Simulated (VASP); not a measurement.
A convergence study with VASP on NiAl (CsCl type): one setting is varied, all else stays as given below, so the limit is that of these other settings.

```xyz
2
Lattice="2.8900 0.0000 0.0000 0.0000 2.8900 0.0000 0.0000 0.0000 2.8900" Properties=species:S:1:pos:R:3 pbc="T T T"
Al     1.4450     1.4450     1.4450
Ni     0.0000     0.0000     0.0000
```

All values below come from PBE GGA, VASP's PBE PAW potentials (set 64) (plane waves; VASP). The tightest run used: 550 eV cut-off, 22×22×22 Γ-centred mesh, first-order Methfessel-Paxton smearing of 0.10 eV, potentials Al Ni.

```
setting     E (eV/atom)  pressure (GPa)  irreducible k-points
----------  -----------  --------------  --------------------
1×1×1 mesh      -3.8118            8.62                     1
2×2×2 mesh      -5.2814            3.34                     4
3×3×3 mesh      -5.1788            1.24                     4
4×4×4 mesh      -5.2869           -0.37                    10
5×5×5 mesh      -5.2475            1.35                    10
```

**Question.** These are the cheaper rows. Estimate the results at 22×22×22 mesh, and how far the last row shown lies from them.

**Answer.** 
```tsv
quantity	tightest run	last row shown is off by
E (eV/atom)	-5.2695	0.0221
pressure (GPa)	0.48	0.86
```

Left out are rungs that failed or repeat a setting and relaxations that didn't move; long series are thinned to 24 rows.

The compound is NiAl in the CsCl type structure. The cell was not relaxed at this level. The run is not spin-polarised, so no magnetic state was tried. The electron count is odd and the run is not spin-polarised, which forces a metal.
